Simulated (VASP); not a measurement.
# CsBa3 (Fm-3m) in VASP: equation of state

Aim: energy against volume of CsBa3 in PBE, for its equilibrium volume and stiffness.

Everything below comes from runs of VASP 6.6.1. Logs are shortened: lines on timing, memory, paths and dates and some standing lists are left out, and cuts for length are marked.

## (1) Starting point

The structure is cubic, space group Fm-3m (No. 225). The conventional cell has a = 10.443 Å, b = 10.443 Å, c = 10.443 Å, α = 90.00°, β = 90.00°, γ = 90.00°.

The cell comes from a database or a generator and needn't be the stable form of this composition.

## (2) Equation of state, PBE, 66.90 Å³/atom (volume scaled by 0.94)

Input file INCAR:

```
  PREC = Accurate
  ENCUT = 520
  EDIFF = 1E-7
  ISMEAR = -1
  SIGMA = 0.05
  LREAL = False
  LASPH = True
  NELM = 80
  ALGO = Normal
  ISIF = 2
  LWAVE = False
  LCHARG = False
  GGA = PE
  NBANDS = 28
```

Input file KPOINTS:

```
regular mesh
0
Gamma
  5 5 5
```

Input file POSCAR:

```
CsBa3
1.0
    0.0000000000      5.1146972761      5.1146972761
    5.1146972761      0.0000000000      5.1146972761
    5.1146972761      5.1146972761      0.0000000000
Ba Cs
3 1
Direct
    0.5000000000      0.5000000000      0.5000000000
    0.7500000000      0.7500000000      0.7500000000
    0.2500000000      0.2500000000      0.2500000000
    0.0000000000      0.0000000000      0.0000000000
```

Potentials or basis: VASP PAW PBE potentials, release 64 (Ba_sv, Cs_sv).

On the command line:

```bash
> cat potpaw_PBE.64/Ba_sv/POTCAR potpaw_PBE.64/Cs_sv/POTCAR > POTCAR
> mpirun -np 1 vasp_std > vasp.out
```

OUTCAR:

```text
PREC = Accurate
   ENCUT = 520
   EDIFF = 1E-7
   ISMEAR = -1
   LREAL = False
   LASPH = True
   NELM = 80
   ISIF = 2
   GGA = PE

 Found     10 irreducible k-points:

 Following reciprocal coordinates:
            Coordinates               Weight
  0.000000  0.000000  0.000000      1.000000
  0.200000  0.000000  0.000000      8.000000
  0.400000  0.000000  0.000000      8.000000
  0.200000  0.200000  0.000000      6.000000
  0.400000  0.200000  0.000000     24.000000
 -0.400000  0.200000  0.000000     24.000000
   k-points           NKPTS =     10   k-points in BZ     NKDIM =     10   number of bands    NBANDS=     28
   number of dos      NEDOS =    301   number of ions     NIONS =      4
   total plane-waves  NPLWV = 157464
   dimension x,y,z NGX =    54 NGY =   54 NGZ =   54
   dimension x,y,z NGXF=   108 NGYF=  108 NGZF=  108
   ions per type =               3   1
   NGX,Y,Z   is equivalent  to a cutoff of  12.41, 12.41, 12.41 a.u.
   NGXF,Y,Z  is equivalent  to a cutoff of  24.82, 24.82, 24.82 a.u.
 SYSTEM =  unknown system
   PREC   = accura    normal or accurate (medium, high low for compatibility)
   ISTART =      0    job   : 0-new  1-cont  2-samecut
   ICHARG =      2    charge: 1-file 2-atom 10-const
   ISPIN  =      1    spin polarized calculation?
   LNONCOLLINEAR =      F non collinear calculations
   LSORBIT =      F    spin-orbit coupling
   LASPH  =      T    aspherical Exc in radial PAW
   ENCUT  =  520.0 eV  38.22 Ry    6.18 a.u.  13.45 13.45 13.45*2*pi/ulx,y,z
   NELM   =     80;   NELMIN=  2; NELMDL= -5     # of ELM steps
   EDIFF  = 0.1E-06   stopping-criterion for ELM
   LREAL  =      F    real-space projection
   EDIFFG = 0.1E-05   stopping-criterion for IOM
   NSW    =      0    number of steps for IOM
   IBRION =     -1    ionic relax: 0-MD 1-quasi-New 2-CG
   NFREE  =      0    steps in history (QN), initial steepest desc. (CG)
   ISIF   =      2    stress and relaxation
   ISYM   =      2    0-nonsym 1-usesym 2-fastsym
   POTIM  = 0.5000    time-step for ionic-motion
   TEBEG  =    0.0;   TEEND  =   0.0 temperature during run
   PSTRESS=    0.0 pullay stress
   NELECT =      39.0000    total number of electrons
   NUPDOWN=      -1.0000    fix difference up-down
   EMIN   =  10.00;   EMAX   =-10.00  energy-range for DOS
   EFERMI =   0.00;   METHOD = LEGACY
   ISMEAR =    -1;   SIGMA  =   0.05  broadening in eV -4-tet -1-fermi 0-gaus
   EFERMI_NEDOS =   21; number of points for ismear=-14 and -15
   IALGO  =     38    algorithm
   IMIX   =      4    mixing-type and parameters
     AMIX     =   0.40;   BMIX     =  1.00
     AMIX_MAG =   1.60;   BMIX_MAG =  1.00
  volume/ion in A,a.u.               =      66.90       451.47
  Fermi-wavevector in a.u.,A,eV,Ry     =   0.861522  1.628041 10.098521  0.742220
  Thomas-Fermi vector in A             =   1.979188
   LORBIT       =      0    0 simple, 1 ext, 2 COOP (PROOUT), +10 PAW based schemes
   GGA     = PE    functional components
   LHFCALC =     F    Hartree Fock is set to
   AEXX    =    0.0000 exact exchange contribution
   IVDW    =     0    specifies the selected vdW correction
   LEPSILON=     F    determine dielectric tensor
   LRPA    =     F    only Hartree local field effects (RPA)
 non-spin polarized calculation
  energy-cutoff  :      520.00
  volume of cell :      267.60
 maximum number of plane-waves:      7239
 NGX is ok and might be reduce to    54
   NGX = 27   NGY = 27   NGZ = 27

 number of electron      39.0000000 magnetization

 Free energy of the ion-electron system (eV)
  ---------------------------------------------------
  ext. energy  EPLUGINS =         0.00000000
  ---------------------------------------------------
  free energy    TOTEN  =        -5.94739206 eV

  energy without entropy =       -5.88510749  energy(sigma->0) =       -5.91624977

 E-fermi :   1.5542     XC(G=0):  -7.1691

 val. band max:        1.4447232698   @ k =  -0.2000   0.2000   0.0000
 cond. band min:       1.5559047200   @ k =  -0.2000   0.2000   0.0000
 fundamental gap:      0.1111814502
 Fermi energy:         1.5542006796

 k-point     1 :       0.0000    0.0000    0.0000
  band No.  band energies     occupation
      1     -27.6106      2.00000
      2     -27.6015      2.00000
      3     -27.4594      2.00000
      4     -21.2610      2.00000
      5     -12.8008      2.00000
      6     -12.8008      2.00000
[... 20 lines left out ...]
     27       3.6200      0.00000
     28       3.6200      0.00000

 k-point     2 :       0.2000    0.0000    0.0000
  band No.  band energies     occupation
      1     -27.6093      2.00000
      2     -27.6021      2.00000
      3     -27.4601      2.00000
      4     -21.2611      2.00000
      5     -12.8290      2.00000
      6     -12.8207      2.00000
[... 20 lines left out ...]
     27       3.4001      0.00000
     28       3.7783      0.00000

 k-point     3 :       0.4000    0.0000    0.0000
  band No.  band energies     occupation
      1     -27.6065      2.00000
      2     -27.6038      2.00000
      3     -27.4613      2.00000
      4     -21.2612      2.00000
      5     -12.8351      2.00000
      6     -12.8351      2.00000
[... 20 lines left out ...]
     27       2.8849      0.00000
     28       2.8849      0.00000

 k-point     4 :       0.2000    0.2000    0.0000
  band No.  band energies     occupation
      1     -27.6090      2.00000
      2     -27.6023      2.00000
      3     -27.4604      2.00000
      4     -21.2611      2.00000
      5     -12.8430      2.00000
      6     -12.8430      2.00000
[... 20 lines left out ...]
     27       3.5156      0.00000
     28       3.6964      0.00000

 k-point     5 :       0.4000    0.2000    0.0000
  band No.  band energies     occupation
      1     -27.6069      2.00000
      2     -27.6033      2.00000
      3     -27.4614      2.00000
      4     -21.2612      2.00000
      5     -12.8568      2.00000
      6     -12.8517      2.00000
[... 20 lines left out ...]
     27       3.1449      0.00000
     28       3.4428      0.00000

 k-point     6 :      -0.4000    0.2000    0.0000
  band No.  band energies     occupation
      1     -27.6052      2.00000
      2     -27.6045      2.00000
      3     -27.4618      2.00000
      4     -21.2613      2.00000
      5     -12.8506      2.00000
      6     -12.8479      2.00000
[... 20 lines left out ...]
     27       2.8270      0.00000
     28       2.9815      0.00000

 [... further k-points ...]

------------------------ aborting loop because EDIFF is reached ----------------------------------------

  FORCE on cell =-STRESS in cart. coord.  units (eV):
  Direction    XX          YY          ZZ          XY          YZ          ZX
  --------------------------------------------------------------------------------------
  -------------------------------------------------------------------------------------
  Total        0.7940875      0.7940875      0.7940875     -0.0000000     -0.0000000     -0.0000000
  in kB        4.7543279      4.7543279      4.7543279     -0.0000000     -0.0000000     -0.0000000
  external PRESSURE =       4.7543279 kB  Pullay stress =       0.0000000 kB

 VOLUME and BASIS-vectors are now :
 -----------------------------------------------------------------------------
  energy-cutoff  :      520.00
  volume of cell :      267.60
      direct lattice vectors                 reciprocal lattice vectors
     0.000000000  5.114697276  5.114697276    -0.097757496  0.097757496  0.097757496
     5.114697276  0.000000000  5.114697276     0.097757496 -0.097757496  0.097757496
     5.114697276  5.114697276  0.000000000     0.097757496  0.097757496 -0.097757496

 POSITION                                       TOTAL-FORCE (eV/Angst)
 -----------------------------------------------------------------------------------
      5.11470      5.11470      5.11470         0.000000     -0.000000     -0.000000
      7.67205      7.67205      7.67205        -0.000000     -0.000000     -0.000000
      2.55735      2.55735      2.55735         0.000000      0.000000      0.000000
      0.00000      0.00000      0.00000         0.000000     -0.000000     -0.000000
 -----------------------------------------------------------------------------------
    total drift:                                0.000000      0.000000     -0.000000

  FREE ENERGIE OF THE ION-ELECTRON SYSTEM (eV)
  ---------------------------------------------------
  free  energy   TOTEN  =        -5.9473920556 eV

  energy  without entropy=       -5.8851074876  energy(sigma->0) =       -5.91624977
```

Run time: 70 s. Hardware: 1 thread of Intel Xeon Platinum 8375C at 2.90GHz (Ice Lake), shared host; peak memory 0.4 GiB.

What came out:

```
Free energy            : -5.9474 eV
Pressure               : 0.5 GPa
Band gap on the k mesh : none (metal or under the smearing width)
```

## (3) Equation of state, PBE, 68.32 Å³/atom (volume scaled by 0.96)

Input file INCAR:

```
SYSTEM = CsBa3
PREC = Accurate ; ENCUT = 520
EDIFF = 1E-7 ; ISMEAR = -1
SIGMA = 0.05 ; LREAL = .FALSE.
LASPH = .TRUE. ; NELM = 80
ALGO = Normal ; ISIF = 2
LWAVE = .FALSE. ; LCHARG = .FALSE.
GGA = PE ; NBANDS = 28
```

Input file KPOINTS:

```
regular mesh
0
G
  5 5 5
  0 0 0
```

Input file POSCAR:

```
CsBa3
1.0
    0.0000000000      5.1507174577      5.1507174577
    5.1507174577      0.0000000000      5.1507174577
    5.1507174577      5.1507174577      0.0000000000
Ba Cs
3 1
Direct
    0.5000000000      0.5000000000      0.5000000000
    0.7500000000      0.7500000000      0.7500000000
    0.2500000000      0.2500000000      0.2500000000
    0.0000000000      0.0000000000      0.0000000000
```

Potentials or basis: VASP PAW PBE potentials, release 64 (Ba_sv, Cs_sv).

On the command line:

```bash
> cat potpaw_PBE.64/Ba_sv/POTCAR potpaw_PBE.64/Cs_sv/POTCAR > POTCAR
> mpirun -np 1 vasp_std > vasp.out
```

Wall time 85 s (1 thread of Intel Xeon Platinum 8375C at 2.90GHz (Ice Lake), shared host); peak memory 0.41 GiB.

It converged, with:

- Free energy: -5.9617 eV
- Pressure: 0.3 GPa
- Band gap on the k mesh: none (metal or under the smearing width)

## (4) Equation of state, PBE, 69.75 Å³/atom (volume scaled by 0.98)

Input file INCAR:

```
PREC     = Accurate       # precision mode
ENCUT    = 520            # plane-wave cutoff, eV
EDIFF    = 1E-7           # SCF threshold, eV
ISMEAR   = -1             # smearing method
SIGMA    = 0.05           # smearing width, eV
LREAL    = False          # projectors in reciprocal space
LASPH    = True           # aspherical terms in the spheres
NELM     = 80             # most SCF steps
ALGO     = Normal         # electronic algorithm
ISIF     = 2              # what is computed and relaxed
LWAVE    = False          # write WAVECAR
LCHARG   = False          # write CHGCAR
GGA      = PE             # functional
NBANDS   = 28             # bands
```

Input file KPOINTS:

```
Automatic mesh
0
Gamma
  5 5 5
```

Input file POSCAR:

```
CsBa3
1.0
    0.0000000000      5.1862407696      5.1862407696
    5.1862407696      0.0000000000      5.1862407696
    5.1862407696      5.1862407696      0.0000000000
Ba Cs
3 1
Direct
    0.5000000000      0.5000000000      0.5000000000
    0.7500000000      0.7500000000      0.7500000000
    0.2500000000      0.2500000000      0.2500000000
    0.0000000000      0.0000000000      0.0000000000
```

On the command line:

```bash
> cat potpaw_PBE.64/Ba_sv/POTCAR potpaw_PBE.64/Cs_sv/POTCAR > POTCAR
> mpirun -np 1 vasp_std > vasp.out
```

Wall time 87 s (1 thread of Intel Xeon Platinum 8375C at 2.90GHz (Ice Lake), shared host); peak memory 0.45 GiB.

The run converged. Its results:

```
Free energy            : -5.9708 eV
Pressure               : 0.2 GPa
Band gap on the k mesh : none (metal or under the smearing width)
```

## (5) Equation of state, PBE, 72.59 Å³/atom (volume scaled by 1.02)

Input file INCAR:

```
PREC = Accurate
ENCUT = 520
EDIFF = 1E-7
ISMEAR = -1
SIGMA = 0.05
LREAL = F
LASPH = T
NELM = 60
ALGO = Normal
ISIF = 2
LWAVE = F
LCHARG = F
GGA = PE
NBANDS = 28
```

KPOINTS is that of step 4.

Input file POSCAR:

```
CsBa3
1.0
    0.0000000000      5.2558630475      5.2558630475
    5.2558630475      0.0000000000      5.2558630475
    5.2558630475      5.2558630475      0.0000000000
Ba Cs
3 1
Direct
    0.5000000000      0.5000000000      0.5000000000
    0.7500000000      0.7500000000      0.7500000000
    0.2500000000      0.2500000000      0.2500000000
    0.0000000000      0.0000000000      0.0000000000
```

On the command line:

```bash
> cat potpaw_PBE.64/Ba_sv/POTCAR potpaw_PBE.64/Cs_sv/POTCAR > POTCAR
> mpirun -np 1 vasp_std > vasp.out
```

Wall time 89 s (1 thread of Intel Xeon Platinum 8375C at 2.90GHz (Ice Lake), shared host); peak memory 0.44 GiB.

It converged, with:

| Quantity | Value |
| --- | --- |
| Free energy | -5.9751 eV |
| Pressure | -0.1 GPa |
| Band gap on the k mesh | none (metal or under the smearing width) |

## (6) Equation of state, PBE, 74.02 Å³/atom (volume scaled by 1.04)

Input file INCAR:

```
SYSTEM = CsBa3
ALGO = Normal
EDIFF = 1E-7
ENCUT = 520
GGA = PE
ISIF = 2
ISMEAR = -1
LASPH = .TRUE.
LCHARG = .FALSE.
LREAL = .FALSE.
LWAVE = .FALSE.
NBANDS = 28
NELM = 100
PREC = Accurate
SIGMA = 0.05
```

Input file KPOINTS:

```
k-points
0
G
  5 5 5
  0 0 0
```

Input file POSCAR:

```
CsBa3
1.0
    0.0000000000      5.2899929846      5.2899929846
    5.2899929846      0.0000000000      5.2899929846
    5.2899929846      5.2899929846      0.0000000000
Ba Cs
3 1
Direct
    0.5000000000      0.5000000000      0.5000000000
    0.7500000000      0.7500000000      0.7500000000
    0.2500000000      0.2500000000      0.2500000000
    0.0000000000      0.0000000000      0.0000000000
```

Potentials or basis: VASP PAW PBE potentials, release 64 (Ba_sv, Cs_sv).

On the command line:

```bash
> cat potpaw_PBE.64/Ba_sv/POTCAR potpaw_PBE.64/Cs_sv/POTCAR > POTCAR
> mpirun -np 1 vasp_std > vasp.out
```

Run time: 76 s. Hardware: 1 thread of Intel Xeon Platinum 8375C at 2.90GHz (Ice Lake), shared host; peak memory 0.44 GiB.

It converged, with:

```yaml
Free_energy: -5.9709 eV
Pressure: -0.2 GPa
Band_gap_on_the_k_mesh: none (metal or under the smearing width)
```

[end of part 1 of 2]
